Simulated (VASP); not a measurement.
# WS2 (Tungstenite) with rev-vdW-DF2: from relaxation to properties, part 2 of 8

How well does rev-vdW-DF2 reproduce what experiment finds for WS2 (Tungstenite)? The cell is relaxed first, and properties follow on it. The start is a cell from a database of measured crystal structures.

VASP 6.6.1, plane waves and PAW; the level of theory is named at each step.

So far, gap on the k-mesh (eV): step 2 (full relaxation (rev-vdW-DF2)) 1.03. The relaxed cell has a = 3.167, c = 12.360 Å (conventional setting).

## (3) Second relaxation

Level of this step: rev-vdW-DF2; plane waves and PAW (W, S) (VASP).

A relaxation keeps the plane waves of the cell it began with, so it is repeated from the new cell, on a basis made for it.

Input file INCAR:

```
SYSTEM = WS2
PREC = Accurate
ENCUT = 400
EDIFF = 1E-06
NELM = 100
ISMEAR = 0
SIGMA = 0.05
LREAL = .FALSE.
ALGO = Normal
GGA = MK
AGGAC = 0
LUSE_VDW = .TRUE.
PARAM1 = 0.1234
PARAM2 = 0.711357
ZAB_VDW = -1.8867
LASPH = .TRUE.
NBANDS = 24
LORBIT = 11
LWAVE = .FALSE.
LCHARG = .FALSE.
KPAR = 4
IBRION = 2
NSW = 60
ISIF = 3
EDIFFG = -0.01
```

Input file POSCAR:

```
WS2
1.0
    3.1666065991      0.0000000000      0.0000000000
   -1.5833032995      2.7423617586      0.0000000000
    0.0000000000      0.0000000000     12.3604180458
W S
2 4
Direct
    0.3333333333      0.6666666667      0.2500000000
    0.6666666667      0.3333333333      0.7500000000
    0.3333333333      0.6666666667      0.6223351266
    0.6666666667      0.3333333333      0.1223351266
    0.3333333333      0.6666666667      0.8776648734
    0.6666666667      0.3333333333      0.3776648734
```

Input file KPOINTS:

```
Automatic mesh
0
Gamma
10 10 3
0 0 0
```

The projector-augmented-wave data sets are W and S (PBE family, release 64).

Started as:

```sh
> mpirun -np 4 vasp_std
```

Log:

```text
[banner, memory and clock lines left out]
running    4 mpi-ranks, on    1 nodes
 distrk:  each k-point on    1 cores,    4 groups
 distr:  one band on    1 cores,    1 groups

 POSCAR found type information on POSCAR W S
 POSCAR found :  2 types and       6 ions
 [... a notice as in an earlier step ...]

 [... a notice as in an earlier step ...]

 LDA part: xc-table for (Slater+PW92), standard interpolation
 POSCAR, INCAR and KPOINTS ok, starting setup
 FFT: planning ... GRIDC
 FFT: planning ... GRID_SOFT
 FFT: planning ... GRID
 WAVECAR not read
 entering main loop
       N       E                     dE             d eps       ncg     rms          rms(c)
DAV:   1     0.169816313072E+03    0.16982E+03   -0.14074E+04  1344   0.108E+03
DAV:   2    -0.290588366416E+02   -0.19888E+03   -0.19121E+03  1888   0.254E+02
DAV:   3    -0.411884328786E+02   -0.12130E+02   -0.12047E+02  1768   0.631E+01
DAV:   4    -0.414631963501E+02   -0.27476E+00   -0.27414E+00  1896   0.102E+01
DAV:   5    -0.414686558905E+02   -0.54595E-02   -0.54576E-02  1784   0.135E+00    0.394E+01
DAV:   6    -0.390679266248E+02    0.24007E+01   -0.11849E+01  1968   0.169E+01    0.178E+01
DAV:   7    -0.388046472385E+02    0.26328E+00   -0.38963E+00  1832   0.112E+01    0.941E+00
DAV:   8    -0.386524390606E+02    0.15221E+00   -0.51780E-01  1888   0.457E+00    0.130E+00
DAV:   9    -0.386478807831E+02    0.45583E-02   -0.72020E-02  1824   0.147E+00    0.579E-01
DAV:  10    -0.386460634593E+02    0.18173E-02   -0.14904E-02  1912   0.692E-01    0.304E-01
DAV:  11    -0.386459345585E+02    0.12890E-03   -0.16150E-03  1864   0.239E-01    0.110E-01
DAV:  12    -0.386459151310E+02    0.19427E-04   -0.30364E-04  1872   0.108E-01    0.455E-02
DAV:  13    -0.386459169011E+02   -0.17701E-05   -0.16826E-05  1824   0.244E-02    0.939E-03
DAV:  14    -0.386459166369E+02    0.26422E-06   -0.24599E-06  1512   0.827E-03
   1 F= -.38645917E+02 E0= -.38645917E+02  d E =-.386459E+02
 curvature:   0.00 expect dE= 0.000E+00 dE for cont linesearch  0.000E+00
 trial: gam= 0.00000 g(F)=  0.794E-05 g(S)=  0.275E-04 ort = 0.000E+00 (trialstep = 0.100E+01)
 search vector abs. value=  0.354E-04
 reached required accuracy - stopping structural energy minimisation
```

It took 54 s on 4 MPI ranks of AMD EPYC 9R14 (Zen 4), shared host; peak memory 1.9 GiB; 3.5 min of CPU time.

Parts of OUTCAR (step 3):

```text
  LATTYP: Found a hexagonal cell.
 ALAT       =     3.1666065991
 C/A-ratio  =     3.9033639510

 Found     28 irreducible k-points:

   dimension x,y,z NGX =    24 NGY =   24 NGZ =   84
   dimension x,y,z NGXF=    48 NGYF=   48 NGZF=  168

   ENCUT  =  400.0 eV  29.40 Ry    5.42 a.u.   5.16  5.16 20.16*2*pi/ulx,y,z

   NELECT =      36.0000    total number of electrons

 E-fermi :   6.3916

 k-point     1 :       0.0000    0.0000    0.0000
  band No.  band energies     occupation
    ...
     14       4.0326      2.00000
     15       4.0326      2.00000
     16       4.7149      2.00000
     17       4.9584      2.00000
     18       6.1603      2.00000
     19       8.4741      0.00000
     20       8.4777      0.00000
     21       8.4897      0.00000
     22       8.4903      0.00000
     23       8.4953      0.00000
    ...

 k-point     2 :       0.1000   -0.0000    0.0000
  band No.  band energies     occupation
    ...
     14       3.7817      2.00000
     15       4.0214      2.00000
     16       4.8840      2.00000
     17       4.9760      2.00000
     18       5.8450      2.00000
     19       8.1909      0.00000
     20       8.3366      0.00000
     21       8.3394      0.00000
     22       8.4213      0.00000
     23       8.4374      0.00000
    ...

Total vdW correction in eV:      4.7021951

  Total        0.0123294      0.0123294      0.0557724      0.0000000     -0.0000000      0.0000000
  in kB        0.1840354      0.1840354      0.8324875      0.0000000     -0.0000000      0.0000000
  external PRESSURE =       0.4001861 kB  Pullay stress =       0.0000000 kB

  energy-cutoff  :      400.00
  volume of cell :      107.34
      direct lattice vectors                 reciprocal lattice vectors
     3.166606599  0.000000000  0.000000000     0.315795464  0.182324596  0.000000000
    -1.583303300  2.742361759  0.000000000     0.000000000  0.364649192  0.000000000
     0.000000000  0.000000000 12.360418046     0.000000000  0.000000000  0.080903413

 POSITION                                       TOTAL-FORCE (eV/Angst)
 -----------------------------------------------------------------------------------
     -0.00000      1.82824      3.09010         0.000000      0.000000      0.000000
      1.58330      0.91412      9.27031         0.000000     -0.000000      0.000000
     -0.00000      1.82824      7.69232         0.000000      0.000000      0.006415
      1.58330      0.91412      1.51211        -0.000000     -0.000000      0.006415
     -0.00000      1.82824     10.84830        -0.000000      0.000000     -0.006415
      1.58330      0.91412      4.66810         0.000000      0.000000     -0.006415
 -----------------------------------------------------------------------------------
    total drift:                                0.000000     -0.000000      0.000000

  FREE ENERGIE OF THE ION-ELECTRON SYSTEM (eV)
  ---------------------------------------------------
  free  energy   TOTEN  =       -38.6459166369 eV

  energy  without entropy=      -38.6459166369  energy(sigma->0) =      -38.64591664

Total vdW correction in eV:      4.7021244

 total charge
# of ion       s       p       d       tot
------------------------------------------
    1        0.556   0.698   4.271   5.525
    2        0.556   0.698   4.271   5.525
    3        1.363   2.353   0.000   3.715
    4        1.363   2.353   0.000   3.715
    5        1.363   2.353   0.000   3.715
    6        1.363   2.353   0.000   3.715
--------------------------------------------------
tot          6.561  10.808   8.543  25.912

[... 4 parts as in an earlier step ...]

[... 7 further parts left out ...]
```

Little changed from the start: no atom moved by 0.005 Å and no cell edge by 0.1 %.

Numbers from this step:

```yaml
fermi_energy: 6.392 eV
pressure: 0.04002 GPa
scf_cycles_over_all_ionic_steps: 14
```

It ends with a largest force of 0.006 eV/Å and a pressure of 0.04 GPa. The volume moved by under 0.01 %: the run met its threshold at the first step.

## (4) Single point with fields (rev-vdW-DF2)

A single point on the relaxed cell gives a clean self-consistent state, with density, ELF and potential written out.

Edit INCAR of step 3 so:

```diff
@@ -19,7 +19,5 @@
 LWAVE = .FALSE.
-LCHARG = .FALSE.
-KPAR = 4
-IBRION = 2
-NSW = 60
-ISIF = 3
-EDIFFG = -0.01
+LCHARG = .TRUE.
+ISIF = 2
+LELF = .TRUE.
+LVHAR = .TRUE.
```

POSCAR is that of step 3.

KPOINTS is that of step 3.

Started as:

```sh
> mpirun -np 4 vasp_std
```

Log:

```text
[banner, memory and clock lines left out]
running    4 mpi-ranks, on    1 nodes
 distrk:  each k-point on    4 cores,    1 groups
 distr:  one band on    1 cores,    4 groups

 POSCAR found type information on POSCAR W S
 POSCAR found :  2 types and       6 ions
 [... a notice as in an earlier step ...]

 [... a notice as in an earlier step ...]

 LDA part: xc-table for (Slater+PW92), standard interpolation
 POSCAR, INCAR and KPOINTS ok, starting setup
 FFT: planning ... GRIDC
 FFT: planning ... GRID_SOFT
 FFT: planning ... GRID
 WAVECAR not read
 entering main loop
       N       E                     dE             d eps       ncg     rms          rms(c)
DAV:   1     0.169816313071E+03    0.16982E+03   -0.14074E+04  1344   0.108E+03
DAV:   2    -0.290588366415E+02   -0.19888E+03   -0.19121E+03  1888   0.254E+02
DAV:   3    -0.411884328785E+02   -0.12130E+02   -0.12047E+02  1768   0.631E+01
[... 1 cycle as in an earlier step ...]
DAV:   5    -0.414686558906E+02   -0.54595E-02   -0.54576E-02  1784   0.135E+00    0.394E+01
DAV:   6    -0.390679266249E+02    0.24007E+01   -0.11849E+01  1968   0.169E+01    0.178E+01
DAV:   7    -0.388046472386E+02    0.26328E+00   -0.38963E+00  1832   0.112E+01    0.941E+00
DAV:   8    -0.386524390607E+02    0.15221E+00   -0.51780E-01  1888   0.457E+00    0.130E+00
DAV:   9    -0.386478807832E+02    0.45583E-02   -0.72020E-02  1824   0.147E+00    0.579E-01
[... 1 cycle as in an earlier step ...]
DAV:  11    -0.386459345586E+02    0.12890E-03   -0.16150E-03  1864   0.239E-01    0.110E-01
DAV:  12    -0.386459151310E+02    0.19428E-04   -0.30364E-04  1872   0.108E-01    0.455E-02
DAV:  13    -0.386459169010E+02   -0.17701E-05   -0.16826E-05  1824   0.244E-02    0.939E-03
DAV:  14    -0.386459166370E+02    0.26402E-06   -0.24599E-06  1512   0.827E-03
   1 F= -.38645917E+02 E0= -.38645917E+02  d E =-.478358E-13
```

It took 26 s on 4 MPI ranks; peak memory 0.98 GiB; 98 s of CPU time.

Parts of OUTCAR (step 4):

```text
 Found     28 irreducible k-points:

   NELECT =      36.0000    total number of electrons

 E-fermi :   6.3916

Total vdW correction in eV:      4.7021951

  Total        0.0123294      0.0123294      0.0557724      0.0000000      0.0000000      0.0000000
  in kB        0.1840355      0.1840355      0.8324876      0.0000000      0.0000000      0.0000000
  external PRESSURE =       0.4001862 kB  Pullay stress =       0.0000000 kB

 POSITION                                       TOTAL-FORCE (eV/Angst)
 -----------------------------------------------------------------------------------
     -0.00000      1.82824      3.09010         0.000000     -0.000000      0.000000
      1.58330      0.91412      9.27031         0.000000      0.000000      0.000000
     -0.00000      1.82824      7.69232         0.000000      0.000000      0.006415
      1.58330      0.91412      1.51211        -0.000000     -0.000000      0.006415
     -0.00000      1.82824     10.84830        -0.000000      0.000000     -0.006415
      1.58330      0.91412      4.66810         0.000000     -0.000000     -0.006415
 -----------------------------------------------------------------------------------
    total drift:                                0.000000     -0.000000      0.000000

  FREE ENERGIE OF THE ION-ELECTRON SYSTEM (eV)
  ---------------------------------------------------
  free  energy   TOTEN  =       -38.6459166370 eV

  energy  without entropy=      -38.6459166370  energy(sigma->0) =      -38.64591664

Total vdW correction in eV:      4.7021244

[... 17 parts as in an earlier step ...]
```

This step gave:

- SCF cycles: 14

Valence electrons inside each PAW sphere by angular momentum. Sphere charges, by row:

| atom | s (e) | p (e) | d (e) | tot (e) |
| --- | --- | --- | --- | --- |
| W1 | 0.556 | 0.698 | 4.271 | 5.525 |
| W2 | 0.556 | 0.698 | 4.271 | 5.525 |
| S3 | 1.363 | 2.353 | 0 | 3.715 |
| S4 | 1.363 | 2.353 | 0 | 3.715 |
| S5 | 1.363 | 2.353 | 0 | 3.715 |
| S6 | 1.363 | 2.353 | 0 | 3.715 |

Valence density in the ac plane at fractional y = 0.333, with atoms of W and S within 0.2 Å of it. It is the smooth field of the valence electrons, not physical close to the nuclei.

Ten even steps from '0' (0.0 e/Å³) to '9' (1.1 e/Å³), each cell a mean:
```
0000000000000000
1222211000000001
3444432211000112
3444433222222223
2222223344554433
2221223455666543
2222223445665543
3333333333443333
3444443221111122
2334332110000011
0111110000000000
0000000000000000
0000000112222110
1000012468998752
3110124897225985
3211135799668985
2222223455666543
2333332222222222
2223222223333222
3211224578888764
3211135897326996
2100124798668975
0000001245666431
0000000001111000
```
Columns run along a (3.2 Å), rows up along c (12.4 Å). Atoms in or near the plane, at fractional coordinates: W at (0.67, 0.75), S at (0.67, 0.12), S at (0.67, 0.38).

ELF in the ac plane at fractional y = 0.333, with atoms of W and S within 0.2 Å of it. It is the smooth field of the valence electrons, not physical close to the nuclei.

Values, 24 rows by 16 columns, each cell a mean:
```
0.19 0.30 0.38 0.40 0.34 0.24 0.14 0.07 0.04 0.03 0.03 0.03 0.03 0.03 0.05 0.10
0.58 0.69 0.74 0.74 0.71 0.62 0.47 0.29 0.15 0.08 0.05 0.04 0.06 0.10 0.22 0.41
0.71 0.75 0.76 0.76 0.75 0.72 0.63 0.48 0.33 0.21 0.16 0.15 0.18 0.26 0.42 0.60
0.67 0.71 0.72 0.72 0.71 0.68 0.60 0.47 0.35 0.27 0.24 0.24 0.25 0.30 0.42 0.56
0.39 0.48 0.53 0.53 0.50 0.42 0.33 0.24 0.17 0.13 0.11 0.11 0.11 0.14 0.21 0.30
0.23 0.29 0.36 0.37 0.31 0.25 0.19 0.10 0.03 0.00 0.00 0.00 0.00 0.01 0.07 0.17
0.26 0.33 0.40 0.41 0.35 0.28 0.21 0.13 0.06 0.02 0.01 0.01 0.01 0.04 0.10 0.19
0.52 0.60 0.63 0.63 0.61 0.54 0.44 0.34 0.26 0.21 0.20 0.19 0.20 0.22 0.29 0.40
0.71 0.74 0.74 0.74 0.74 0.71 0.64 0.51 0.37 0.27 0.23 0.22 0.24 0.31 0.45 0.61
0.68 0.75 0.77 0.77 0.75 0.70 0.59 0.43 0.26 0.16 0.11 0.10 0.12 0.20 0.36 0.55
0.46 0.59 0.66 0.67 0.61 0.50 0.35 0.19 0.09 0.04 0.03 0.03 0.03 0.06 0.13 0.28
0.08 0.13 0.18 0.19 0.16 0.11 0.07 0.05 0.07 0.11 0.15 0.16 0.13 0.08 0.05 0.05
0.19 0.07 0.03 0.03 0.05 0.15 0.33 0.54 0.70 0.80 0.85 0.86 0.83 0.75 0.60 0.40
0.58 0.26 0.09 0.07 0.18 0.48 0.74 0.86 0.90 0.91 0.92 0.92 0.92 0.91 0.88 0.79
0.71 0.43 0.18 0.15 0.33 0.63 0.80 0.84 0.80 0.67 0.50 0.46 0.61 0.77 0.83 0.82
0.67 0.42 0.21 0.18 0.33 0.60 0.77 0.82 0.79 0.67 0.51 0.48 0.61 0.76 0.82 0.80
0.39 0.23 0.15 0.13 0.19 0.33 0.50 0.62 0.67 0.66 0.64 0.63 0.66 0.67 0.64 0.55
0.23 0.22 0.20 0.19 0.21 0.23 0.24 0.25 0.26 0.26 0.25 0.25 0.26 0.26 0.25 0.24
0.26 0.21 0.17 0.16 0.19 0.24 0.30 0.35 0.39 0.40 0.39 0.39 0.40 0.40 0.37 0.31
0.52 0.30 0.16 0.15 0.24 0.45 0.65 0.75 0.77 0.73 0.67 0.66 0.71 0.76 0.77 0.69
0.71 0.45 0.22 0.19 0.36 0.64 0.80 0.83 0.78 0.60 0.39 0.34 0.53 0.74 0.82 0.82
0.68 0.38 0.15 0.11 0.28 0.60 0.79 0.85 0.85 0.79 0.72 0.70 0.77 0.83 0.86 0.82
0.46 0.18 0.06 0.05 0.12 0.36 0.64 0.81 0.89 0.92 0.93 0.94 0.93 0.90 0.84 0.71
0.08 0.04 0.03 0.03 0.04 0.07 0.15 0.28 0.42 0.54 0.62 0.63 0.58 0.47 0.33 0.18
```
Columns run along a (3.2 Å), rows up along c (12.4 Å). Atoms in or near the plane, at fractional coordinates: W at (0.67, 0.75), S at (0.67, 0.12), S at (0.67, 0.38).

Electrostatic potential energy in the ac plane at fractional y = 0.333, with atoms of W and S within 0.2 Å of it. With pseudopotentials it is smooth inside the atoms' cores, unlike the true potential.

Ten even steps from '0' (-77 eV) to '9' (4 eV), each cell a mean:
```
9999999999999999
9999999999999999
9888889999999999
9888899988888899
8999988776666778
8899987665555567
8999987765555667
9999998887777788
9888889999999999
9988899999999999
9999999999999999
9999999999999999
9999999999999999
9999999875444689
9999998620000048
9999998741001368
8888888888777888
8777788899999998
8877888899999998
9988898876445788
9999998620000158
9999998731000258
9999999987777899
9999999999999999
```
Columns run along a (3.2 Å; values clipped at the 3rd and 97th percentile), rows up along c (12.4 Å). Atoms in or near the plane, at fractional coordinates: W at (0.67, 0.75), S at (0.67, 0.12), S at (0.67, 0.38).

In this run the pressure is 0.04 GPa, small enough to go on.

(Part 2 of 8 ends here.)

[Lines on the potential files, build, host, timing and source positions are cut from VASP's logs without a mark.]

[Logs are printed without paths, hosts, clocks, repeated set-up lines and the standing remarks that a program may print on its own settings, such as how far it seeks lower states.]

[Hosts, paths, dates, database ids (printed as entryN), source tags and the programs' standing remarks are cut or masked in the printed files.]

[Measured values are set beside computed ones only where the two were judged alike; some that the calculation misses by far are left out.]
